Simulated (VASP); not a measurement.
These are LDA (Ceperley-Alder, Perdew-Zunger), VASP's LDA PAW potentials (set 64) (plane waves; VASP) values and carry that method's errors.

Gaps are without spin-orbit coupling.

### Question
Order these relaxed crystals by band gap, smallest first: AlGaSb2, R3m (160); Cd2TeSe, P3m1 (156); GaN, P6_3mc (186); AgI, P6_3mc (186).

### Answer
Cd2TeSe, P3m1 (156) (0.11 eV), AlGaSb2, R3m (160) (0.32 eV), AgI, P6_3mc (186) (1.13 eV), GaN, P6_3mc (186) (2.11 eV)
